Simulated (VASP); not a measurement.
Computed with r2SCAN meta-GGA, VASP's PBE PAW potentials (set 64) (plane waves; VASP 6.6.1).

VASP ran on this input.

### POSCAR
```
Si
1
    3.8331791290    -0.0000000317     0.0000000000
   -1.9165901195     3.3196301468    -0.0000000000
    0.0000000000    -0.0000000000     6.3316183936
Si
4
Direct
  0.3333330000   0.6666670000   0.0628250312
  0.6666670000   0.3333330000   0.5628250312
  0.6666670000   0.3333330000   0.9371749688
  0.3333330000   0.6666670000   0.4371749688
```

**KPOINTS**
```
Automatic mesh
0
Gamma
 15 15 8
```

### INCAR
```
SYSTEM = Si
PREC = Accurate
ENCUT = 400
EDIFF = 1E-7
NELM = 100
ALGO = Normal
LREAL = .FALSE.
LASPH = .TRUE.
ISMEAR = 0
SIGMA = 0.01
METAGGA = R2SCAN
LMIXTAU = .TRUE.
LWAVE = .FALSE.
LCHARG = .FALSE.
LOPTICS = .TRUE.
LPEAD = .TRUE.
NBANDS = 36
NEDOS = 1001
CSHIFT = 0.1
```

POTCAR, in this order: Si (PBE.64 set). Program: vasp_std.

Output of the run:

### OUTCAR
```
 ion  position               nearest neighbor table
   1  0.333  0.667  0.063-   3 2.35   3 2.35   3 2.35   4 2.37
   2  0.667  0.333  0.563-   4 2.35   4 2.35   4 2.35   3 2.37
   3  0.667  0.333  0.937-   1 2.35   1 2.35   1 2.35   2 2.37
   4  0.333  0.667  0.437-   2 2.35   2 2.35   2 2.35   1 2.37
  LATTYP: Found a hexagonal cell.
 ALAT       =     3.8331791290
 C/A-ratio  =     1.6517929845
 Subroutine PRICEL returns:
 Original cell was already a primitive cell.
 Subroutine GETGRP returns: Found 24 space group operations
The static configuration has the point symmetry D_3d.
 The point group associated with its full space group is D_6h.
The dynamic configuration has the point symmetry D_3d.
 Subroutine INISYM returns: Found 24 space group operations
 Subroutine IBZKPT returns following result:
 Found    135 irreducible k-points:

 Following reciprocal coordinates:
            Coordinates               Weight
  0.000000  0.000000  0.000000      1.000000
  0.066667  0.000000  0.000000      6.000000
  0.133333 -0.000000  0.000000      6.000000
  0.200000 -0.000000  0.000000      6.000000
  0.266667 -0.000000  0.000000      6.000000
...
```

**OSZICAR**
```
       N       E                     dE             d eps       ncg     rms          rms(c)
DAV:   1     0.574498045653E+01    0.57450E+01   -0.43868E+03  9720   0.305E+02
DAV:   2    -0.360576886794E+02   -0.41803E+02   -0.39314E+02 11952   0.744E+01
DAV:   3    -0.373843615801E+02   -0.13267E+01   -0.13080E+01 12112   0.105E+01
DAV:   4    -0.373922938066E+02   -0.79322E-02   -0.79301E-02 11908   0.963E-01
DAV:   5    -0.373923486221E+02   -0.54816E-04   -0.54814E-04 11848   0.775E-02    0.846E+00
DAV:   6    -0.355074873356E+02    0.18849E+01   -0.13916E-01 10616   0.127E+00    0.571E+00
DAV:   7    -0.345562421853E+02    0.95125E+00   -0.17794E-01 10484   0.151E+00    0.315E-01
DAV:   8    -0.350252835050E+02   -0.46904E+00   -0.11292E-01 10160   0.120E+00    0.344E-01
DAV:   9    -0.349207900943E+02    0.10449E+00   -0.59467E-02  9888   0.956E-01    0.239E-01
DAV:  10    -0.348407082058E+02    0.80082E-01   -0.17553E-02 11196   0.525E-01    0.186E-01
DAV:  11    -0.349787776634E+02   -0.13807E+00   -0.13824E-02 10036   0.467E-01    0.116E-01
DAV:  12    -0.350303938945E+02   -0.51616E-01   -0.48520E-03 10680   0.313E-01    0.542E-02
DAV:  13    -0.350500352054E+02   -0.19641E-01   -0.63052E-03 10136   0.355E-01    0.291E-02
DAV:  14    -0.350497069160E+02    0.32829E-03   -0.52679E-04 10820   0.729E-02    0.707E-03
DAV:  15    -0.350499538366E+02   -0.24692E-03   -0.23498E-05 11968   0.172E-02    0.225E-02
DAV:  16    -0.350501231097E+02   -0.16927E-03   -0.63282E-05 10588   0.338E-02    0.384E-03
DAV:  17    -0.350501201168E+02    0.29928E-05   -0.44537E-06 12140   0.752E-03    0.401E-03
DAV:  18    -0.350501206635E+02   -0.54666E-06   -0.14138E-07 11604   0.123E-03    0.330E-03
DAV:  19    -0.350501222080E+02   -0.15445E-05   -0.99847E-08 10636   0.160E-03    0.128E-03
DAV:  20    -0.350501227947E+02   -0.58669E-06   -0.88044E-08  9656   0.131E-03    0.140E-03
DAV:  21    -0.350501226838E+02    0.11087E-06   -0.10500E-08  7552   0.369E-04    0.123E-03
DAV:  22    -0.350501226850E+02   -0.11623E-08   -0.47479E-10  5768   0.859E-05
   1 F= -.35050123E+02 E0= -.35050123E+02  d E =-.533153E-23
 imaginary and real dielectric function
```

**OUTCAR**
```
------------------------ aborting loop because EDIFF is reached ----------------------------------------
  FORCE on cell =-STRESS in cart. coord.  units (eV):
  Direction    XX          YY          ZZ          XY          YZ          ZX
  --------------------------------------------------------------------------------------
  Total       -0.1054583     -0.1054583      0.0182425      0.0000000      0.0000000      0.0000000
  in kB       -2.0971423     -2.0971418      0.3627700      0.0000004      0.0000000      0.0000000
  external PRESSURE =      -1.2771714 kB  Pullay stress =       0.0000000 kB
  volume of cell :       80.57
      direct lattice vectors                 reciprocal lattice vectors
     3.833179129 -0.000000032  0.000000000     0.260880061  0.150619233  0.000000000
    -1.916590119  3.319630147  0.000000000     0.000000002  0.301238379  0.000000000
     0.000000000  0.000000000  6.331618394     0.000000000  0.000000000  0.157937503
 POSITION                                       TOTAL-FORCE (eV/Angst)
 -----------------------------------------------------------------------------------
     -0.00000      2.21309      0.39778         0.000000     -0.000000      0.022547
      1.91659      1.10654      3.56359        -0.000000      0.000000      0.022547
      1.91659      1.10654      5.93383        -0.000000      0.000000     -0.022547
     -0.00000      2.21309      2.76803         0.000000     -0.000000     -0.022547
 -----------------------------------------------------------------------------------
    total drift:                               -0.000034      0.000009     -0.000001
  FREE ENERGIE OF THE ION-ELECTRON SYSTEM (eV)
  ---------------------------------------------------
  free  energy   TOTEN  =       -35.0501226850 eV

  energy  without entropy=      -35.0501226850  energy(sigma->0) =      -35.05012269

 plasma frequency squared (from intraband transitions) (eV^2)
  --------------------------------------------------------------------------------------
       0.000       0.000       0.000
       0.000       0.000       0.000
       0.000       0.000       0.000

 plasma frequency squared (from interband transitions, int dw w eps(2)(w)) (eV^2)
  --------------------------------------------------------------------------------------
     257.617       0.000      -0.000       0.000       0.000       0.000
      -0.000      -0.000     257.617       0.000      -0.000      -0.000
       0.000      -0.000      -0.000       0.000     257.856       0.000
```
(Selected blocks of OUTCAR.)

The structure was generated: Si was put into the lonsdaleite type (P6_3/mmc), which need not be its known phase. It was relaxed first, which changed the volume by +16 %.
